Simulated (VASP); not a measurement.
# BP: cell size against the level of theory

How close do the usual functionals, with and without dispersion, come to the cell of BP? The levels: LDA, PBE, r2SCAN, PBE + D3(BJ), r2SCAN + rVV10, AM05, revPBE + D3(BJ) and BLYP + D3(BJ). LASPH is on for some levels and off for others; the table marks which. The start is a cell from a database of measured crystal structures.

Method: LDA; plane waves and PAW (B, P), in the first sound run; inputs show where later runs differ, in VASP 6.6.1.

**Measured values to reproduce.**

For BP, zinc blende (metal-flux-grown single crystal, 100 K), “Thermal expansion coefficients of high thermal conducting BAs and BP materials” (2019, arxiv:1906.04101) gives, by single-crystal XRD (Mo K-alpha): lattice constant a (cubic a at 100 K) 4.5383 ± 0.0008 Å.

Most raw output is cut from this account.

### 1. The structure

Before any relaxation, the start is as follows. Symmetry: F-43m, No. 216, cubic system. The conventional cell has a = 4.538 Å, b = 4.538 Å, c = 4.538 Å, α = 90.00°, β = 90.00°, γ = 90.00°. Nearest to B lie 4 P at 1.97 Å. Nearest to P lie 4 B at 1.97 Å. Farther neighbours are not listed.

### 2. Relaxation with LDA

The start need not lie at this functional's minimum. ISIF = 3 frees volume, shape and positions, and EDIFFG sets the threshold on forces and stress at which the search stops. LDA, the lowest rung, knows the local density alone.

Input file INCAR:

```
SYSTEM = BP
PREC = Accurate
ENCUT = 520
EDIFF = 1E-06
NELM = 100
ISMEAR = -1
SIGMA = 0.05
LREAL = .FALSE.
ALGO = Normal
GGA = CA
NBANDS = 10
LORBIT = 11
LWAVE = .FALSE.
LCHARG = .FALSE.
KPAR = 2
IBRION = 2
NSW = 60
ISIF = 3
EDIFFG = -0.01
```

Input file POSCAR:

```
BP
1.0
    0.0000000000      2.2690000000      2.2690000000
    2.2690000000      0.0000000000      2.2690000000
    2.2690000000      2.2690000000      0.0000000000
B P
1 1
Direct
    0.0000000000      0.0000000000      0.0000000000
    0.2500000000      0.2500000000      0.2500000000
```

Input file KPOINTS:

```
Automatic mesh
0
Gamma
10 10 10
0 0 0
```

PAW data sets: B and P (PBE family, release 64).

The run is started by

```sh
$ mpirun -np 2 vasp_std
```

Wall time 6 s (2 MPI ranks of Intel Xeon 6975P-C (Granite Rapids), shared host); peak memory 0.23 GiB.

The gap is read on the k-mesh alone, so it is an upper bound where the band edges lie off the mesh. The PAW data sets were made with PBE, though LDA sets exist; this is a small mismatch. The run keeps the 24 symmetry operations of its start, so it cannot find a distortion of lower symmetry.

Step by step:

```
step  energy less that of the first step (eV)  largest force (eV/Å)  pressure (GPa)  volume (Å³)
   1                                   0.0000                0.0000           -4.35        23.36
   2                                  -0.0033                0.0000            3.64        22.31
   3                                  -0.0084                0.0000           -0.01        22.76
```

```
conventional cell, symmetrised  before  after  change
                         a (Å)   4.538  4.499  -0.9 %
                         b (Å)   4.538  4.499  -0.9 %
                         c (Å)   4.538  4.499  -0.9 %
              volume (Å³/atom)   11.68  11.38  -2.6 %
```

Final coordinates:

```xyz
2
Lattice="0.0000 2.2493 2.2493 2.2493 0.0000 2.2493 2.2493 2.2493 0.0000" Properties=species:S:1:pos:R:3 pbc="T T T"
B     0.0000    0.0000    0.0000
P     1.1247    1.1247    1.1247
```

Numbers from this step:

```
electrons                       : 8
bands                           : 10
irreducible k-points            : 47
symmetry operations             : 24
free energy (TOTEN)             : -14.27 eV
Fermi energy                    : 8.134 eV
pressure                        : -0.01089 GPa
metallic                        : no
valence top at k                : 0, 0, 0
conduction bottom at k          : 0.4, 0.4, 0
least direct gap at k           : 0, 0, 0
SCF cycles over all ionic steps : 25
gap on the k-mesh               : 1.166 eV
least direct gap on the k-mesh  : 3.423 eV
```

It ends with forces that vanish by symmetry and a pressure of -0.01 GPa. The volume lies -2.6 % from that of the database's start, which holds the thermal and zero-point expansion of its experiment. The conventional cell has a = 4.499 Å.

### 3. Relaxation with PBE

This step: PBE; plane waves and PAW (B, P) (VASP 6.6.1).

PBE, the usual starting point, adds the gradient of the density.

Changes to INCAR since step 2:

```diff
@@ -9,3 +9,3 @@
 ALGO = Normal
-GGA = CA
+GGA = PE
 NBANDS = 10
```

POSCAR is that of step 2.

KPOINTS is that of step 2.

The run is started by

```sh
$ mpirun -np 2 vasp_std
```

Elapsed: 5.4 s, on 2 MPI ranks; peak memory 0.26 GiB.

Relaxation path:

```
step  energy less that of the first step (eV)  largest force (eV/Å)  pressure (GPa)  volume (Å³)
   1                                   0.0000                0.0000            0.89        23.36
   2                                  -0.0002                0.0000           -0.63        23.58
   3                                  -0.0004                0.0000            0.01        23.49
```

```
conventional cell, symmetrised  before  after  change
                         a (Å)   4.538  4.546  +0.2 %
                         b (Å)   4.538  4.546  +0.2 %
                         c (Å)   4.538  4.546  +0.2 %
              volume (Å³/atom)   11.68  11.75  +0.5 %
```

Final coordinates:

```cif
data_structure
_symmetry_space_group_name_H-M 'P 1'
_symmetry_Int_Tables_number 1
_cell_length_a 3.2147
_cell_length_b 3.2147
_cell_length_c 3.2147
_cell_angle_alpha 60.000
_cell_angle_beta 60.000
_cell_angle_gamma 60.000
_cell_volume 23.49
loop_
_atom_site_label
_atom_site_type_symbol
_atom_site_fract_x
_atom_site_fract_y
_atom_site_fract_z
_atom_site_occupancy
B1 B 0.00000 0.00000 0.00000 1
P2 P 0.25000 0.25000 0.25000 1
```

This step gave:

| Item | Value |
| --- | --- |
| free energy (TOTEN) | -12.93 eV |
| Fermi energy | 7.973 eV |
| pressure | 0.008241 GPa |
| SCF cycles over all ionic steps | 23 |
| gap on the k-mesh | 1.247 eV |
| least direct gap on the k-mesh | 3.393 eV |

It ends at 11.75 Å³/atom, +0.5 % from the start, with 0.01 GPa left. The conventional cell has a = 4.546 Å.

### 4. Relaxation with r2SCAN

This step: r2SCAN; plane waves and PAW (B, P) (VASP 6.6.1).

r2SCAN adds the kinetic-energy density, costs more than a GGA and is run with LASPH.

Changes to INCAR since step 3:

```diff
@@ -9,3 +9,4 @@
 ALGO = Normal
-GGA = PE
+METAGGA = R2SCAN
+LASPH = .TRUE.
 NBANDS = 10
```

POSCAR is that of step 3.

KPOINTS is that of step 3.

The run is started by

```sh
$ mpirun -np 2 vasp_std
```

Elapsed: 17 s, on 2 MPI ranks; peak memory 0.26 GiB.

The PAW data sets were made with PBE, which is usual practice but a small mismatch for other functionals.

The steps of the relaxation:

```
step  energy less that of the first step (eV)  largest force (eV/Å)  pressure (GPa)  volume (Å³)
   1                                   0.0000                0.0000           -0.66        23.36
   2                                  -0.0001                0.0000            0.49        23.20
   3                                  -0.0002                0.0000            0.02        23.27
```

```
conventional cell, symmetrised  before  after  change
                         a (Å)   4.538  4.532  -0.1 %
                         b (Å)   4.538  4.532  -0.1 %
                         c (Å)   4.538  4.532  -0.1 %
              volume (Å³/atom)   11.68  11.63  -0.4 %
```

Final coordinates:

```
B P
1.0
     0.00000    2.26596    2.26596
     2.26596    0.00000    2.26596
     2.26596    2.26596    0.00000
B P
1 1
Direct
  0.00000 0.00000 0.00000
  0.25000 0.25000 0.25000
```

It ends at 11.63 Å³/atom, -0.4 % from the start, with 0.02 GPa left. The conventional cell has a = 4.532 Å.

### 5. Relaxation with PBE + D3(BJ)

This step: PBE with D3(BJ); plane waves and PAW (B, P) (VASP 6.6.1).

A dispersion term adds the long-range attraction that semilocal functionals lack. D3 with Becke-Johnson damping keeps a finite attraction at short range.

Changes to INCAR since step 4:

```diff
@@ -9,4 +9,4 @@
 ALGO = Normal
-METAGGA = R2SCAN
-LASPH = .TRUE.
+GGA = PE
+IVDW = 12
 NBANDS = 10
```

POSCAR is that of step 4.

KPOINTS is that of step 4.

The run is started by

```sh
$ mpirun -np 2 vasp_std
```

Run time: 5.4 s. Hardware: 2 MPI ranks; peak memory 0.28 GiB; 9.4 s of CPU time.

The steps of the relaxation:

```
step  energy less that of the first step (eV)  largest force (eV/Å)  pressure (GPa)  volume (Å³)
   1                                   0.0000                0.0000           -3.56        23.36
   2                                  -0.0025                0.0000            2.81        22.50
   3                                  -0.0057                0.0000            0.00        22.86
```

```
conventional cell, symmetrised  before  after  change
                         a (Å)   4.538  4.505  -0.7 %
                         b (Å)   4.538  4.505  -0.7 %
                         c (Å)   4.538  4.505  -0.7 %
              volume (Å³/atom)   11.68  11.43  -2.2 %
```

The relaxed structure:

```
B P
1.0
     0.00000    2.25261    2.25261
     2.25261    0.00000    2.25261
     2.25261    2.25261    0.00000
B P
1 1
Direct
  0.00000 0.00000 0.00000
  0.25000 0.25000 0.25000
```

It ends at 11.43 Å³/atom, -2.2 % from the start, with 0.00 GPa left. The conventional cell has a = 4.505 Å. Against plain PBE, the dispersion term moves a by -0.9 %.

### 6. Relaxation with r2SCAN + rVV10

This step: r2SCAN with rVV10; plane waves and PAW (B, P) (VASP 6.6.1).

LUSE_VDW switches on a nonlocal correlation term for dispersion.

Changes to INCAR since step 5:

```diff
@@ -9,4 +9,8 @@
 ALGO = Normal
-GGA = PE
-IVDW = 12
+METAGGA = R2SCAN
+LUSE_VDW = .TRUE.
+IVDW_NL = 2
+BPARAM = 11.95
+CPARAM = 0.0093
+LASPH = .TRUE.
 NBANDS = 10
```

POSCAR is that of step 5.

KPOINTS is that of step 5.

The run is started by

```sh
$ mpirun -np 2 vasp_std
```

Elapsed: 59 s, on 2 MPI ranks; peak memory 0.41 GiB; 1.9 min of CPU time.

It ends at 11.60 Å³/atom, -0.7 % from the start, with 0.01 GPa left. The conventional cell has a = 4.527 Å. Against plain r2SCAN, the dispersion term moves a by -0.1 %.

### 7. Relaxation with AM05

This step: AM05; plane waves and PAW (B, P) (VASP 6.6.1).

AM05 is built from the electron gas and the surface model, and does well on lattice constants.

Changes to INCAR since step 6:

```diff
@@ -9,8 +9,3 @@
 ALGO = Normal
-METAGGA = R2SCAN
-LUSE_VDW = .TRUE.
-IVDW_NL = 2
-BPARAM = 11.95
-CPARAM = 0.0093
-LASPH = .TRUE.
+GGA = AM
 NBANDS = 10
```

POSCAR is that of step 6.

KPOINTS is that of step 6.

The run is started by

```sh
$ mpirun -np 2 vasp_std
```

The job ended after 8 s (2 MPI ranks; peak memory 0.26 GiB).

It ends at 11.54 Å³/atom, -1.2 % from the start, with 0.00 GPa left. The conventional cell has a = 4.519 Å.

### 8. Relaxation with revPBE + D3(BJ)

This step: revPBE with D3(BJ); plane waves and PAW (B, P) (VASP 6.6.1).

revPBE by itself binds more weakly than PBE and expands cells; dispersion terms fitted to it are the larger for that.

Changes to INCAR since step 7:

```diff
@@ -9,3 +9,4 @@
 ALGO = Normal
-GGA = AM
+GGA = RE
+IVDW = 12
 NBANDS = 10
```

POSCAR is that of step 7.

KPOINTS is that of step 7.

The run is started by

```sh
$ mpirun -np 2 vasp_std
```

Elapsed: 6.8 s, on 2 MPI ranks; peak memory 0.28 GiB; 12 s of CPU time.

It ends at 11.24 Å³/atom, -3.7 % from the start, with -0.01 GPa left. The conventional cell has a = 4.481 Å.

### 9. Relaxation with BLYP + D3(BJ)

This step: BLYP with D3(BJ); plane waves and PAW (B, P) (VASP 6.6.1).

BLYP comes from molecular chemistry and underbinds dense solids.

Changes to INCAR since step 8:

```diff
@@ -9,4 +9,12 @@
 ALGO = Normal
-GGA = RE
+GGA = B5
+ALDAX = 1
+AGGAX = 1
+AGGAC = 1
+ALDAC = 0
 IVDW = 12
+VDW_S6 = 1
+VDW_S8 = 2.6996
+VDW_A1 = 0.4298
+VDW_A2 = 4.2359
 NBANDS = 10
```

POSCAR is that of step 8.

KPOINTS is that of step 8.

The run is started by

```sh
$ mpirun -np 2 vasp_std
```

Wall time 12 s (2 MPI ranks); peak memory 0.28 GiB.

It ends at 11.42 Å³/atom, -2.2 % from the start, with 0.00 GPa left. The conventional cell has a = 4.504 Å.

### 10. The cells as a table

This step: relaxed cells at several levels; plane waves and PAW (VASP 6.6.1).

No new run; the numbers come from the runs before.

Lengths are those of the conventional cell; cost is the wall time of each run, as given at its step, times its ranks, without the set-up around it; LASPH differs between rows, which moves results and costs too. Results by level, by row:

```
          level  volume (Å³/atom)  change from the start (%)  a (Å)  cost (core minutes)  LASPH
            LDA             11.38                       -2.6  4.499                  0.2    off
            PBE             11.75                        0.5  4.546                 0.18    off
         r2SCAN             11.63                       -0.4  4.532                0.573     on
   PBE + D3(BJ)             11.43                       -2.2  4.505                 0.18    off
 r2SCAN + rVV10              11.6                       -0.7  4.527                 1.97     on
           AM05             11.54                       -1.2  4.519                0.267    off
revPBE + D3(BJ)             11.24                       -3.7  4.481                0.227    off
  BLYP + D3(BJ)             11.42                       -2.2  4.504                0.393    off
```

### 11. What came out

```json
{"volume, LDA": "11.38 Å³/atom", "volume, PBE": "11.75 Å³/atom", "volume, r2SCAN": "11.63 Å³/atom", "volume, PBE + D3(BJ)": "11.43 Å³/atom", "volume, r2SCAN + rVV10": "11.60 Å³/atom", "volume, AM05": "11.54 Å³/atom", "volume, revPBE + D3(BJ)": "11.24 Å³/atom", "volume, BLYP + D3(BJ)": "11.42 Å³/atom"}
```

For BP the levels give volumes between 11.24 Å³/atom (revPBE + D3(BJ)) and 11.75 Å³/atom (PBE), a spread of 4.5 %, while the cost of the finished runs spans a factor of 11. Within 1 % of experiment on every length: LDA, PBE, r2SCAN, PBE + D3(BJ), r2SCAN + rVV10, AM05 and BLYP + D3(BJ). The nearest, r2SCAN, took 3.2 times the core time of PBE and lowers the largest miss from 0.18 to 0.14 %. Thermal and zero-point expansion, often some tenths of a per cent in length, bear on this order: with the measured lengths lowered by an assumed 0.4 % the nearest becomes AM05. The costs hold the number of ionic steps as well as the price of the functional. The closing table has room for seven levels; BLYP + D3(BJ) stands in the table of levels alone. Adding D3(BJ) to PBE changes the volume by -2.7 % (a by -0.9 %). Adding rVV10 to r2SCAN changes the volume by -0.3 % (a by -0.1 %). Within 0.02 Å all end in space group F-43m; the runs can't lower the symmetry of the start. LASPH is on for some levels and off for others, so differences between them are not the functional's alone. Each is a single relaxation on the plane waves of the start cell, so larger changes of volume carry a basis-set error that was not tested here.

Calculation against experiment:

| quantity | measured | LDA | PBE | r2SCAN | PBE + D3(BJ) | r2SCAN + rVV10 | AM05 | revPBE + D3(BJ) |
| --- | --- | --- | --- | --- | --- | --- | --- | --- |
| lattice constant a (Å) | 4.5383 | 4.499 (-0.9 %) | 4.546 (+0.2 %) | 4.532 (-0.1 %) | 4.505 (-0.7 %) | 4.527 (-0.3 %) | 4.519 (-0.4 %) | 4.481 (-1.3 %) |

Measured values from arxiv:1906.04101 (2019).

How well it matches: For the lattice constant a, of the levels listed nearest comes r2SCAN (-0.1 %, good agreement) and farthest revPBE + D3(BJ) (-1.3 %, fair agreement). The grades are ours: good and fair within 0.7 and 1.5 % for the lattice constant a. For lattice constants the calculation has a static lattice, without zero-point motion or thermal expansion (measured at up to 100 K).

[Lines on the potential files, build, host, timing and source positions are cut from VASP's logs without a mark.]

[Logs are printed without paths, hosts, clocks, repeated set-up lines and the standing remarks that a program may print on its own settings, such as how far it seeks lower states.]

[Hosts, paths, dates, database ids (printed as entryN), source tags and the programs' standing remarks are cut or masked in the printed files.]

[A measured line is paired with the nearest computed mode of its activity, which favours agreement.]
